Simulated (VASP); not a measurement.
These are PBEsol GGA, VASP's PBE PAW potentials (set 64) (plane waves; VASP) values and carry that method's errors.

A VASP calculation is set up with these files.

File POSCAR:
```
VSi
5.8232820
 -0.2771160268   0.2771160268   0.9200073052
  0.2771160268  -0.2771160268   0.9200073052
  0.2771160268   0.2771160268  -0.9200073052
V Si
2 2
Cartesian
  0.2771160268   0.2771160268   0.4555517536
  0.2771160268  -0.0000000000   0.9155554062
 -0.0000000000   0.0000000000   0.3098943243
  0.0000000000   0.2771160268   0.7698979769
```

### INCAR
```
SYSTEM = VSi
PREC = Accurate
ENCUT = 400
EDIFF = 1E-7
NELM = 100
ALGO = Normal
LREAL = .FALSE.
LASPH = .TRUE.
ISMEAR = -5
GGA = PS
LMAXMIX = 4
ISPIN = 2
MAGMOM = 0.1 0.1 -0.0 -0.0
LORBIT = 11
LWAVE = .FALSE.
LCHARG = .TRUE.
NEDOS = 601
ISIF = 2
LEFG = .TRUE.
```

KPOINTS:
```
Automatic mesh
0
Gamma
15 15 15
0 0 0
```

POTCAR, in this order: V_sv Si (PBE.64 set). Program: vasp_std.

Output of the run:

OSZICAR:
```
       N       E                     dE             d eps       ncg     rms          rms(c)
DAV:   1     0.326085399686E+03    0.32609E+03   -0.17385E+04 26848   0.136E+03
DAV:   2    -0.169224384117E+02   -0.34301E+03   -0.33695E+03 24540   0.465E+02
DAV:   3    -0.363500704878E+02   -0.19428E+02   -0.18670E+02 32620   0.103E+02
DAV:   4    -0.367941814544E+02   -0.44411E+00   -0.44080E+00 29382   0.148E+01
DAV:   5    -0.368021745331E+02   -0.79931E-02   -0.79908E-02 29781   0.207E+00    0.321E+01
DAV:   6    -0.333333689586E+02    0.34688E+01   -0.87245E+01 30474   0.701E+01    0.121E+01
DAV:   7    -0.315377054818E+02    0.17957E+01   -0.24648E+01 29941   0.386E+01    0.762E+00
DAV:   8    -0.313579280765E+02    0.17978E+00   -0.17258E+00 30844   0.100E+01    0.758E-01
DAV:   9    -0.313521411676E+02    0.57869E-02   -0.35202E-02 29930   0.172E+00    0.405E-01
DAV:  10    -0.313515541960E+02    0.58697E-03   -0.12863E-02 30999   0.887E-01    0.239E-01
DAV:  11    -0.313513845533E+02    0.16964E-03   -0.79055E-04 30809   0.209E-01    0.925E-02
DAV:  12    -0.313513712928E+02    0.13260E-04   -0.39869E-04 32916   0.131E-01    0.337E-02
DAV:  13    -0.313513756484E+02   -0.43557E-05   -0.51417E-06 29996   0.178E-02    0.337E-02
DAV:  14    -0.313513968469E+02   -0.21198E-04   -0.14986E-05 29658   0.236E-02    0.381E-02
DAV:  15    -0.313513468837E+02    0.49963E-04   -0.54334E-04 27775   0.142E-01    0.149E-02
DAV:  16    -0.313513435107E+02    0.33731E-05   -0.68962E-05 34141   0.534E-02    0.909E-03
DAV:  17    -0.313513417020E+02    0.18087E-05   -0.37988E-06 27228   0.164E-02    0.405E-03
DAV:  18    -0.313513409300E+02    0.77201E-06   -0.21234E-06 25421   0.936E-03    0.226E-03
DAV:  19    -0.313513404080E+02    0.52197E-06   -0.33161E-06 22957   0.117E-02    0.973E-04
DAV:  20    -0.313513402597E+02    0.14830E-06   -0.13840E-07 15654   0.325E-03    0.577E-04
DAV:  21    -0.313513402000E+02    0.59671E-07   -0.93859E-08 13158   0.188E-03
   1 F= -.31351340E+02 E0= -.31351340E+02  d E =0.000000E+00  mag=     0.0002
```

**OUTCAR**
```
------------------------ aborting loop because EDIFF is reached ----------------------------------------
  FORCE on cell =-STRESS in cart. coord.  units (eV):
  Direction    XX          YY          ZZ          XY          YZ          ZX
  --------------------------------------------------------------------------------------
  Total       -0.0360929     -0.0360929     -0.1106364      0.0000000      0.0000000      0.0000000
  in kB       -1.0362254     -1.0362254     -3.1763671      0.0000000      0.0000000      0.0000000
  external PRESSURE =      -1.7496060 kB  Pullay stress =       0.0000000 kB
  volume of cell :       55.81
      direct lattice vectors                 reciprocal lattice vectors
    -1.613724771  1.613724771  5.357461980     0.000000000  0.309842179  0.093327774
     1.613724771 -1.613724771  5.357461980     0.309842179  0.000000000  0.093327774
     1.613724771  1.613724771 -5.357461980     0.309842179  0.309842179  0.000000000
 POSITION                                       TOTAL-FORCE (eV/Angst)
 -----------------------------------------------------------------------------------
      0.00000      0.00000      8.01027        -0.000000     -0.000000      0.006074
      1.61372      0.00000      5.33154        -0.000000     -0.000000      0.006074
      0.00000      0.00000      1.80460         0.000000      0.000000     -0.006074
      0.00000      1.61372      4.48333         0.000000      0.000000     -0.006074
 -----------------------------------------------------------------------------------
    total drift:                                0.000000      0.000000     -0.000890
  FREE ENERGIE OF THE ION-ELECTRON SYSTEM (eV)
  ---------------------------------------------------
  free  energy   TOTEN  =       -31.3513402000 eV

  energy  without entropy=      -31.3513402000  energy(sigma->0) =      -31.35134020

 total charge

# of ion       s       p       d       tot
------------------------------------------
    1        2.264   6.235   3.166  11.664
    2        2.264   6.235   3.166  11.664
    3        0.797   0.921   0.000   1.718
    4        0.797   0.921   0.000   1.718
--------------------------------------------------
tot          6.121  14.312   6.332  26.765

 magnetization (x)

# of ion       s       p       d       tot
------------------------------------------
    1        0.000   0.000   0.000   0.000
    2        0.000   0.000   0.000   0.000
    3        0.000   0.000   0.000   0.000
    4        0.000   0.000   0.000   0.000
--------------------------------------------------
tot          0.000   0.000   0.000   0.000

 Electric field gradients after diagonalization (V/A^2)
 (convention: |V_zz| > |V_xx| > |V_yy|)
----------------------------------------------------------------------
 ion       V_xx      V_yy      V_zz     asymmetry (V_yy - V_xx)/ V_zz
----------------------------------------------------------------------
   1      -7.860    -5.061    12.921       0.217
   2      -7.860    -5.061    12.921       0.217
   3      14.102     4.258   -18.360       0.536
   4      14.102     4.258   -18.360       0.536
```
(Selected blocks of OUTCAR.)

### OUTCAR
```
 val. band max:        8.9820972969   @ k =   0.2000   0.2000   0.0667

 cond. band min:       8.9530221549   @ k =  -0.4000   0.2667   0.0667


 Fermi energy:         8.9644202946

 spin component 1

 k-point     1 :       0.0000    0.0000    0.0000
  band No.  band energies     occupation
      1     -54.3247      1.00000
      2     -54.3057      1.00000
      3     -28.4268      1.00000
      4     -28.2711      1.00000
      5     -28.2711      1.00000
      6     -28.2605      1.00000
      7     -28.2485      1.00000
      8     -28.2485      1.00000
      9      -1.7217      1.00000
     10       2.0381      1.00000
     11       4.0925      1.00000
     12       7.5209      1.00000
     13       7.8746      1.00000
     14       8.6219      1.00000
     15       8.7243      1.00000
     16       8.7243      1.00000
     17       9.2711      0.00000
     18       9.2711      0.00000
     19       9.9099      0.00000
     20      10.3881      0.00000
     21      11.7247      0.00000

 k-point     2 :       0.0667    0.0000    0.0000
  band No.  band energies     occupation
      1     -54.3243      1.00000
      2     -54.3054      1.00000
      3     -28.4251      1.00000
      4     -28.2767      1.00000
      5     -28.2708      1.00000
      6     -28.2609      1.00000
      7     -28.2512      1.00000
      8     -28.2479      1.00000
      9      -1.6509      1.00000
     10       2.0469      1.00000
     11       4.1642      1.00000
     12       7.4480      1.00000
     13       7.8347      1.00000
     14       8.5517      1.00000
     15       8.6825      1.00000
     16       8.7776      1.00000
     17       9.2546      0.00000
     18       9.2613      0.00000
     19       9.8768      0.00000
     20      10.3389      0.00000
     21      11.7400      0.00000

 k-point     3 :       0.1333    0.0000   -0.0000
  band No.  band energies     occupation
      1     -54.3230      1.00000
...
```

For a metal the tetrahedron method with Blöchl corrections gives inexact stress and forces.

The structure was generated: VSi was put into the NbAs type (I4_1md), which need not be its known phase. It was relaxed first.
